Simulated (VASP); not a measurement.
Input:

```
Gd2O2S
1.0
    3.87893     0.00000     0.00000
   -1.93947     3.35926     0.00000
    0.00000     0.00000     6.71030
Gd O S
2 2 1
Cartesian
  0.00000   2.23950   1.86748
  1.93947   1.11975   4.84282
  0.00000   2.23950   4.30801
  1.93947   1.11975   2.40229
  0.00000   0.00000   0.00000
```
Starting moments (μB, in the order of the record's atoms Gd Gd O O S): 7.0 7.0 0.0 0.0 0.0.

Method: PBEsol GGA, VASP's PBE PAW potentials (set 64) (plane waves; VASP). Numerical set-up: 400 eV cut-off, 7×7×4 Γ-centred mesh, Gaussian smearing of 0.20 eV, potentials Gd O S.

At this cut-off the stress carries a Pulay error, which pulls relaxed volumes low. The moments were started parallel, and other spin orders were not tried in this run.

Question: Estimate the cell moment, energy per atom (σ→0), pressure, largest force.

Answer: 
```
Property                        Result
---------------------  ---------------
cell moment                   14.00 μB
energy per atom (σ→0)  -10.968 eV/atom
pressure                     -8.71 GPa
largest force               0.729 eV/Å
```

Question: Give the moment on each site (PAW-sphere projection).

Answer: 
| site | moment (μB) |
|---|---|
| Gd1 | 6.78 |
| Gd2 | 6.78 |
| O3 | 0.00 |
| O4 | 0.00 |
| S5 | 0.00 |

Total energies compare only between runs with the same potentials, cut-off and functional.

The structure comes from a measured Gd2SO2 entry of the Crystallography Open Database, whose conditions weren't checked. The cell was not relaxed at this level.
